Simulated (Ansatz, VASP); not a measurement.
## Cross-check of HfB2 between VASP and Ansatz

Aim: how closely do two programs agree when they are given the same cell, functional and k mesh? The cell is taken from a series of runs on this material, whose earlier steps may have relaxed, scaled, displaced or heated it; both programs get it as it stands.

Main program and level: Ansatz 0.2.0; plane waves, with VASP 6.6.1 beside it; zone-centre phonons at PBEsol.

### 1. Set-up

It takes space group P6/mmm (No. 191, hexagonal). The conventional cell has a = 3.106 Å, b = 3.106 Å, c = 3.585 Å, α = 90.00°, β = 90.00°, γ = 120.00°. Nearest to B lie 3 B at 1.79 Å and 6 Hf at 2.54 Å. Nearest to Hf lie 12 B at 2.54 Å. Farther neighbours are not listed.

Coordinates:

```xyz
3
Lattice="3.1061 0.0000 0.0000 -1.5531 2.6900 0.0000 0.0000 0.0000 3.5851" Properties=species:S:1:pos:R:3 pbc="T T T"
B     0.0000    1.7933    1.7925
B     1.5531    0.8967    1.7925
Hf    0.0000    0.0000    0.0000
```

### 2. VASP: zone-centre phonons, PBEsol

Second derivatives magnify differences that forces hide, and they need a tight electronic threshold.

Lines of VASP's logs that name or quote its potential files are left out, and so is its time.

The input, INCAR:

```
SYSTEM = HfB2
PREC = Accurate
ENCUT = 500
EDIFF = 1E-08
NELM = 120
ISMEAR = 1
SIGMA = 0.2
LREAL = .FALSE.
ALGO = Normal
GGA = PS
NBANDS = 14
LASPH = .TRUE.
LORBIT = 11
LWAVE = .FALSE.
LCHARG = .FALSE.
ISIF = 2
IBRION = 8
GGA_COMPAT = .FALSE.
KPAR = 2
```

The input, POSCAR:

```
HfB2
1.0
    3.1061253371      0.0000000000      0.0000000000
   -1.5530626685      2.6899834493      0.0000000000
    0.0000000000      0.0000000000      3.5850869822
B Hf
2 1
Direct
    0.3333333332      0.6666666668      0.5000000000
    0.6666666668      0.3333333332      0.5000000000
    0.0000000000      0.0000000000      0.0000000000
```

The input, KPOINTS:

```
Automatic mesh
0
Gamma
15 15 12
0 0 0
```

PAW data sets: B and Hf_pv (PBE family, release 64).

On the command line:

```sh
mpirun -np 2 vasp_std
```

Numbers of over 12 decimals in the logs are rounded to 6 here.

The program printed:

```text
[banner, memory and clock lines left out]
running    2 mpi-ranks, on    1 nodes
 distrk:  each k-point on    1 cores,    2 groups
 distr:  one band on    1 cores,    1 groups

 POSCAR found type information on POSCAR B Hf
 POSCAR found :  2 types and       3 ions
|                                                                             |
|               ----> ADVICE to this user running VASP <----                  |
|                                                                             |
|     You enforced a specific xc type in the INCAR file but a different       |
|     [... a line on the potential file left out ...]
|     I HOPE YOU KNOW WHAT YOU ARE DOING!                                     |
|                                                                             |

 LDA part: xc-table for (Slater+PW92), standard interpolation
 POSCAR, INCAR and KPOINTS ok, starting setup
 FFT: planning ... GRIDC
 FFT: planning ... GRID_SOFT
 FFT: planning ... GRID
 WAVECAR not read
 entering main loop
       N       E                     dE             d eps       ncg     rms          rms(c)
DAV:   1     0.262847365216E+02    0.26285E+02   -0.79678E+03  5300   0.105E+03
DAV:   2    -0.285803441891E+02   -0.54865E+02   -0.51220E+02  6888   0.225E+02
DAV:   3    -0.301578473248E+02   -0.15775E+01   -0.15677E+01  7080   0.282E+01
DAV:   4    -0.301656477570E+02   -0.78004E-02   -0.77992E-02  6120   0.240E+00
DAV:   5    -0.301656996290E+02   -0.51872E-04   -0.51870E-04  7056   0.172E-01    0.510E+01
DAV:   6    -0.279164558627E+02    0.22492E+01   -0.34089E+00  6378   0.127E+01    0.380E+01
DAV:   7    -0.278688379085E+02    0.47618E-01   -0.10663E+00  6714   0.717E+00    0.119E+01
DAV:   8    -0.278140978853E+02    0.54740E-01   -0.26026E-01  6338   0.377E+00    0.157E+00
DAV:   9    -0.278089005030E+02    0.51974E-02   -0.26414E-02  6180   0.126E+00    0.511E-01
DAV:  10    -0.278084401487E+02    0.46035E-03   -0.13919E-03  6438   0.315E-01    0.265E-01
DAV:  11    -0.278084516702E+02   -0.11522E-04   -0.99142E-05  6486   0.775E-02    0.121E-01
DAV:  12    -0.278084486359E+02    0.30342E-05   -0.47438E-06  6468   0.162E-02    0.680E-03
DAV:  13    -0.278084486554E+02   -0.19505E-07   -0.46850E-07  6438   0.551E-03    0.258E-03
DAV:  14    -0.278084486653E+02   -0.98680E-08   -0.44653E-08  6078   0.174E-03
   1 F= -.27808449E+02 E0= -.27808703E+02  d E =0.763111E-03
 Linear response reoptimize wavefunctions to high precision
DAV:   1    -0.278084486766E+02   -0.11308E-07   -0.22160E-09  5042   0.408E-04
DAV:   2    -0.278084486766E+02   -0.18417E-10   -0.88174E-11  2922   0.795E-05
 Linear response DOF=           4
 Linear response progress:
  Degree of freedom:   1/  4
       N       E                     dE             d eps       ncg     rms          rms(c)
RMM:   1    -0.445228971104E-01   -0.44523E-01    0.22995E-02 53303   0.111E+00
RMM:   2    -0.432566884103E-01    0.12662E-02   -0.11953E-03 37924   0.196E-01    0.240E-01
RMM:   3    -0.431509969956E-01    0.10569E-03   -0.49215E-04 33873   0.110E-01    0.127E-01
RMM:   4    -0.436389831645E-01   -0.48799E-03   -0.47752E-04 33915   0.103E-01    0.180E-02
RMM:   5    -0.436082791345E-01    0.30704E-04   -0.15551E-05 37863   0.214E-02    0.556E-03
RMM:   6    -0.436054055428E-01    0.28736E-05   -0.77423E-07 39976   0.430E-03    0.180E-03
RMM:   7    -0.436018740626E-01    0.35315E-05   -0.10856E-07 39837   0.153E-03    0.944E-04
RMM:   8    -0.436030421662E-01   -0.11681E-05   -0.10343E-08 41469   0.399E-04    0.293E-04
RMM:   9    -0.436031679568E-01   -0.12579E-06   -0.13150E-08 41039   0.102E-04    0.140E-04
RMM:  10    -0.436031344788E-01    0.33478E-07   -0.23817E-09 39141   0.442E-05    0.693E-05
RMM:  11    -0.436031967884E-01   -0.62310E-07   -0.31565E-10 40002   0.164E-05    0.105E-05
RMM:  12    -0.436031983031E-01   -0.15148E-08   -0.19021E-09 38088   0.493E-06    0.359E-06
 first order change of Fermi-energy   0.11673E-04
 force on displaced ion       1 direction 1 : -17.575  -0.001   0.000
 Linear response progress:
  Degree of freedom:   2/  4
       N       E                     dE             d eps       ncg     rms          rms(c)
RMM:   1    -0.449065429426E-01   -0.44907E-01    0.48530E-02 18325   0.127E+00
RMM:   2    -0.449849522538E-01   -0.78409E-04   -0.11394E-03 13547   0.198E-01    0.426E-01
RMM:   3    -0.448354571338E-01    0.14950E-03   -0.80432E-04 12374   0.139E-01    0.202E-01
RMM:   4    -0.452176141376E-01   -0.38216E-03   -0.38179E-04 13528   0.890E-02    0.309E-02
RMM:   5    -0.452494538895E-01   -0.31840E-04   -0.22038E-05 13488   0.284E-02    0.887E-03
RMM:   6    -0.452460703290E-01    0.33836E-05   -0.17484E-06 13853   0.727E-03    0.367E-03
RMM:   7    -0.452341844519E-01    0.11886E-04   -0.27635E-07 13078   0.270E-03    0.603E-04
RMM:   8    -0.452333212104E-01    0.86324E-06   -0.23227E-08 14577   0.692E-04    0.154E-04
RMM:   9    -0.452333898459E-01   -0.68635E-07    0.58953E-09 14712   0.125E-04    0.151E-04
RMM:  10    -0.452334010781E-01   -0.11232E-07   -0.13912E-09 14658   0.278E-05    0.129E-04
RMM:  11    -0.452335887811E-01   -0.18770E-06    0.25176E-10 13972   0.345E-05    0.660E-05
RMM:  12    -0.452335497793E-01    0.39002E-07    0.25047E-09 14369   0.111E-05    0.207E-05
RMM:  13    -0.452335407691E-01    0.90103E-08    0.45950E-10 13136   0.322E-06    0.679E-06
 first order change of Fermi-energy  -0.46820E-04
 force on displaced ion       1 direction 3 :   0.000  -0.000  -9.068
 Linear response progress:
  Degree of freedom:   3/  4
       N       E                     dE             d eps       ncg     rms          rms(c)
RMM:   1    -0.203615110235E+00   -0.20362E+00    0.46423E+00 13822   0.124E+01
RMM:   2    -0.203166284319E+00    0.44883E-03   -0.31947E-02 19186   0.123E+00    0.472E-01
RMM:   3    -0.202425328877E+00    0.74096E-03   -0.11517E-03 25294   0.172E-01    0.199E-01
RMM:   4    -0.201954409575E+00    0.47092E-03   -0.77193E-05 26765   0.535E-02    0.137E-01
RMM:   5    -0.201438939568E+00    0.51547E-03   -0.32885E-05 26685   0.405E-02    0.136E-02
RMM:   6    -0.201426114955E+00    0.12825E-04   -0.25595E-06 25967   0.109E-02    0.340E-03
RMM:   7    -0.201445015555E+00   -0.18901E-04   -0.12698E-07 27871   0.278E-03    0.348E-03
RMM:   8    -0.201446462855E+00   -0.14473E-05   -0.11986E-06 27748   0.622E-04    0.563E-04
RMM:   9    -0.201445870914E+00    0.59194E-06   -0.71715E-07 27826   0.294E-04    0.377E-04
RMM:  10    -0.201446274440E+00   -0.40353E-06   -0.65881E-07 27343   0.941E-05    0.157E-05
RMM:  11    -0.201446255241E+00    0.19199E-07   -0.28294E-07 28594   0.363E-05    0.340E-05
RMM:  12    -0.201446267612E+00   -0.12371E-07   -0.13584E-07 27493   0.160E-05    0.266E-05
RMM:  13    -0.201446283817E+00   -0.16205E-07   -0.67849E-08 23861   0.947E-06    0.414E-06
RMM:  14    -0.201446279822E+00    0.39953E-08   -0.32363E-08 17128   0.628E-06    0.188E-06
 first order change of Fermi-energy   0.26887E-04
 force on displaced ion       3 direction 1 : -12.710  -0.000   0.000
 Linear response progress:
  Degree of freedom:   4/  4
       N       E                     dE             d eps       ncg     rms          rms(c)
RMM:   1    -0.232448321354E+00   -0.23245E+00    0.43686E+00  5988   0.126E+01
RMM:   2    -0.231473467292E+00    0.97485E-03   -0.38732E-02  8095   0.133E+00    0.796E-01
RMM:   3    -0.231049337631E+00    0.42413E-03   -0.22848E-03 10739   0.214E-01    0.401E-01
RMM:   4    -0.230661754845E+00    0.38758E-03   -0.22033E-04 10361   0.755E-02    0.159E-01
RMM:   5    -0.230429074361E+00    0.23268E-03   -0.25635E-05 10636   0.318E-02    0.239E-02
RMM:   6    -0.230371366856E+00    0.57708E-04   -0.26394E-06 10724   0.987E-03    0.434E-03
RMM:   7    -0.230385523085E+00   -0.14156E-04    0.11085E-05 11589   0.335E-03    0.493E-03
RMM:   8    -0.230379570873E+00    0.59522E-05    0.19238E-05 11423   0.102E-03    0.127E-03
RMM:   9    -0.230378258339E+00    0.13125E-05    0.10558E-05 11572   0.356E-04    0.160E-04
RMM:  10    -0.230378186533E+00    0.71806E-07    0.55174E-06 12416   0.129E-04    0.528E-05
RMM:  11    -0.230378129618E+00    0.56915E-07    0.26169E-06 12023   0.541E-05    0.398E-05
RMM:  12    -0.230378111788E+00    0.17831E-07    0.12940E-06 11512   0.286E-05    0.487E-06
RMM:  13    -0.230378113697E+00   -0.19094E-08    0.65257E-07 10542   0.157E-05    0.722E-06
RMM:  14    -0.230378100311E+00    0.13387E-07    0.35179E-07  9280   0.983E-06    0.144E-06
RMM:  15    -0.230378100038E+00    0.27278E-09    0.18102E-07  7010   0.630E-06    0.775E-07
RMM:  16    -0.230378096753E+00    0.32851E-08    0.10008E-07  6938   0.496E-06    0.747E-07
RMM:  17    -0.230378097470E+00   -0.71741E-09    0.58669E-08  5967   0.401E-06    0.443E-07
 first order change of Fermi-energy  -0.24484E-03
 force on displaced ion       3 direction 3 :   0.000   0.000 -13.232
 Linear response finished
```

Parts of OUTCAR (step 2):

```text
ion  position               nearest neighbor table
   1  0.333  0.667  0.500-   2 1.79   2 1.79   2 1.79   3 2.54   3 2.54   3 2.54   3 2.54   3 2.54
                             3 2.54
   2  0.667  0.333  0.500-   1 1.79   1 1.79   1 1.79   3 2.54   3 2.54   3 2.54   3 2.54   3 2.54
                             3 2.54
   3  0.000  0.000  0.000-   1 2.54   2 2.54   1 2.54   2 2.54   2 2.54   2 2.54   1 2.54   1 2.54
                             2 2.54   2 2.54   1 2.54   1 2.54

  LATTYP: Found a hexagonal cell.
 ALAT       =     3.1061253371
 C/A-ratio  =     1.1541990722

 Subroutine GETGRP returns: Found 24 space group operations
 (whereof 24 operations were pure point group operations)

The static configuration has the point symmetry D_6h.

 Found    189 irreducible k-points:

   k-points           NKPTS =    189   k-points in BZ     NKDIM =    189   number of bands    NBANDS=     14

   dimension x,y,z NGX =    24 NGY =   24 NGZ =   28
   dimension x,y,z NGXF=    48 NGYF=   48 NGZF=   56

   ENCUT  =  500.0 eV  36.75 Ry    6.06 a.u.   5.66  5.66  6.54*2*pi/ulx,y,z

   NELECT =      16.0000    total number of electrons

 k-points in reciprocal lattice and weights: Automatic mesh
   0.00000000  0.00000000  0.00000000       0.000
   0.06666667  0.00000000  0.00000000       0.002
   0.13333333 -0.00000000  0.00000000       0.002
   0.20000000  0.00000000  0.00000000       0.002
   0.26666667 -0.00000000  0.00000000       0.002
   0.33333333  0.00000000  0.00000000       0.002
   0.40000000 -0.00000000  0.00000000       0.002
   0.46666667 -0.00000000  0.00000000       0.002
   0.06666667  0.06666667  0.00000000       0.002
[...]
0.33333333  0.26666667  0.50000000       0.004
   0.33333333  0.33333333  0.50000000       0.001

 average (electrostatic) potential at core
       1 -25.1690       2 -25.1690       3 -34.3158

  Total       -0.0513082     -0.0513082     -2.9536765     -0.0000000      0.0000000      0.0000000
  in kB       -2.7442860     -2.7442860   -157.9811349     -0.0000000      0.0000000      0.0000000
  external PRESSURE =     -54.4899023 kB  Pullay stress =       0.0000000 kB

  energy-cutoff  :      500.00
  volume of cell :       29.95
      direct lattice vectors                 reciprocal lattice vectors
     3.106125337  0.000000000  0.000000000     0.321944510  0.185874750  0.000000000
    -1.553062668  2.689983449  0.000000000     0.000000000  0.371749499  0.000000000
     0.000000000  0.000000000  3.585086982     0.000000000  0.000000000  0.278933260

 POSITION                                       TOTAL-FORCE (eV/Angst)
 -----------------------------------------------------------------------------------
     -0.00000      1.79332      1.79254         0.000000      0.000000      0.000000
      1.55306      0.89666      1.79254        -0.000000     -0.000000      0.000000
      0.00000      0.00000      0.00000         0.000000      0.000000      0.000000
 -----------------------------------------------------------------------------------
    total drift:                                0.000000     -0.000000      0.000000

 Eigenvectors and eigenvalues of the dynamical matrix
 ----------------------------------------------------

   1 f  =   25.511836 THz   160.295592 2PiTHz  850.983245 cm-1   105.508428 meV
             X         Y         Z           dx          dy          dz
     -0.000000  1.793322  1.792543     0.335546    0.622422   -0.000000
      1.553063  0.896661  1.792543    -0.335546   -0.622422    0.000000
      0.000000  0.000000  0.000000    -0.000000   -0.000000   -0.000000

   2 f  =   25.511836 THz   160.295592 2PiTHz  850.983245 cm-1   105.508428 meV
             X         Y         Z           dx          dy          dz
     -0.000000  1.793322  1.792543    -0.622422    0.335546   -0.000000
      1.553063  0.896661  1.792543     0.622422   -0.335546    0.000000
      0.000000  0.000000  0.000000     0.000000   -0.000000   -0.000000

   3 f  =   16.139190 THz   101.405521 2PiTHz  538.345431 cm-1    66.746297 meV
             X         Y         Z           dx          dy          dz
     -0.000000  1.793322  1.792543     0.000000   -0.000000   -0.707107
      1.553063  0.896661  1.792543     0.000000    0.000000    0.707107
      0.000000  0.000000  0.000000    -0.000000    0.000000    0.000000

   4 f  =   12.948030 THz    81.354870 2PiTHz  431.899783 cm-1    53.548724 meV
             X         Y         Z           dx          dy          dz
     -0.000000  1.793322  1.792543    -0.000000   -0.000000   -0.667807
      1.553063  0.896661  1.792543    -0.000000   -0.000000   -0.667807
      0.000000  0.000000  0.000000    -0.000000    0.000000    0.328736

   5 f  =   12.696075 THz    79.771789 2PiTHz  423.495463 cm-1    52.506722 meV
             X         Y         Z           dx          dy          dz
     -0.000000  1.793322  1.792543    -0.316917   -0.587860    0.000000
      1.553063  0.896661  1.792543    -0.316917   -0.587860    0.000000
      0.000000  0.000000  0.000000     0.155927    0.289234   -0.000000

   6 f  =   12.696075 THz    79.771789 2PiTHz  423.495463 cm-1    52.506722 meV
             X         Y         Z           dx          dy          dz
     -0.000000  1.793322  1.792543     0.587860   -0.316917    0.000000
      1.553063  0.896661  1.792543     0.587860   -0.316917   -0.000000
      0.000000  0.000000  0.000000    -0.289234    0.155927   -0.000000

   7 f/i=    0.000368 THz     0.002310 2PiTHz    0.012266 cm-1     0.001521 meV
             X         Y         Z           dx          dy          dz
     -0.000000  1.793322  1.792543    -0.000000   -0.000000    0.232451
      1.553063  0.896661  1.792543    -0.000000   -0.000000    0.232451
      0.000000  0.000000  0.000000    -0.000000   -0.000000    0.944422

   8 f/i=    0.001640 THz     0.010301 2PiTHz    0.054688 cm-1     0.006780 meV
             X         Y         Z           dx          dy          dz
     -0.000000  1.793322  1.792543    -0.004205   -0.232308   -0.000000
      1.553063  0.896661  1.792543    -0.004205   -0.232308   -0.000000
      0.000000  0.000000  0.000000    -0.017093   -0.944319   -0.000000

   9 f/i=    0.001640 THz     0.010301 2PiTHz    0.054688 cm-1     0.006780 meV
             X         Y         Z           dx          dy          dz
     -0.000000  1.793322  1.792543    -0.232308    0.004205    0.000000
      1.553063  0.896661  1.792543    -0.232308    0.004205    0.000000
      0.000000  0.000000  0.000000    -0.944319    0.017093    0.000000

 ELASTIC MODULI CONTR FROM IONIC RELAXATION (kBar)
 Direction    XX          YY          ZZ          XY          YZ          ZX
 --------------------------------------------------------------------------------
 XX          -1.3365      1.3365      0.0000     -0.0000      0.0000     -0.0000
 YY           1.3365     -1.3365     -0.0000     -0.0000      0.0000      0.0000
 ZZ           0.0000     -0.0000     -0.0000      0.0000      0.0000      0.0000
 XY          -0.0000     -0.0000      0.0000     -1.3365      0.0000     -0.0000
 YZ           0.0000      0.0000      0.0000      0.0000      0.0000      0.0000
 ZX          -0.0000      0.0000      0.0000     -0.0000      0.0000     -0.0000
 --------------------------------------------------------------------------------
```

(Part 1 of 2 ends here.)

[Lines on the potential files, build, host, timing and source positions are cut from VASP's logs without a mark.]

[Logs are printed without paths, hosts, clocks, repeated set-up lines and the standing remarks that a program may print on its own settings, such as how far it seeks lower states.]

[Hosts, paths, dates, database ids (printed as entryN), source tags and the programs' standing remarks are cut or masked in the printed files.]
